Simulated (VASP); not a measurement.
A VASP calculation is set up with these files.

File POSCAR:
```
TaS2
6.6152910
  0.2522663024   0.1456460494   0.9566341073
 -0.2522663024   0.1456460494   0.9566341073
  0.0000000000  -0.2912920989   0.9566341073
Ta S
1 2
direct
  0.8332500000   0.8332500000   0.8332500000
  0.4181970000   0.4181970000   0.4181970000
  0.5815570000   0.5815570000   0.5815570000
```

### KPOINTS
```
Automatic mesh
0
Gamma
3 3 3
0 0 0
```

**INCAR**
```
! general
SYSTEM   =  TaS2
PREC     =  Accurate
ENCUT    =  300   ! plane-wave cut-off (eV)
LREAL    =  .FALSE.
LASPH    =  .TRUE.

! electronic loop
EDIFF    =  1E-6
NELM     =  100   ! most electronic steps
ALGO     =  Normal   ! blocked Davidson
LMAXMIX  =  6   ! l cut-off of mixed one-centre charges

! smearing
ISMEAR   =  -1   ! Fermi-Dirac
SIGMA    =  0.05   ! width (eV)

! ions
ISIF     =  2   ! forces and stress, cell fixed

! output
LWAVE    =  .FALSE.
LCHARG   =  .FALSE.
```

POTCAR, in this order: Ta_pv S (LDA.64 set). Program: vasp_std.

Problem. Write an equivalent input for Quantum ESPRESSO's pw.x.

Solution. One equivalent input (not run):
```
&CONTROL
  calculation = 'scf'
  pseudo_dir = './pseudo'
  outdir = './out'
  tprnfor = .true.
  tstress = .true.
/
&SYSTEM
  ibrav = 0
  nat = 3
  ntyp = 2
  ecutwfc = 58
  occupations = 'smearing'
  smearing = 'fermi-dirac'
  degauss = 0.003675
  input_dft = 'pz'
/
&ELECTRONS
  conv_thr = 7.3e-08
  electron_maxstep = 100
/
ATOMIC_SPECIES
  Ta 180.948 Ta.upf
  S 32.060 S.upf
CELL_PARAMETERS angstrom
     1.6688150    0.9634910    6.3284130
    -1.6688150    0.9634910    6.3284130
     0.0000000   -1.9269820    6.3284130
ATOMIC_POSITIONS crystal
  Ta   0.8332500  0.8332500  0.8332500
  S    0.4181970  0.4181970  0.4181970
  S    0.5815570  0.5815570  0.5815570
K_POINTS automatic
  3 3 3 0 0 0
```
What does not carry over: the potentials are each code's own (VASP's PAW set, PseudoDojo norm-conserving files in pw.x), so ENCUT and ecutwfc are chosen apart and not converted; conv_thr bounds pw.x's estimated SCF error, while EDIFF bounds the energy change between steps.

The structure comes from a computed database's TaS2 entry (R3m); how it stands against other phases isn't given here. The cell was not relaxed at this level. The k-mesh is coarse (spacing up to 0.73 per Å, 2π included), so the numbers may not be converged in it. The run is one of a series of settings (KPOINTS 3×3×3 Γ-centred mesh against the base run), some of them coarse on purpose.
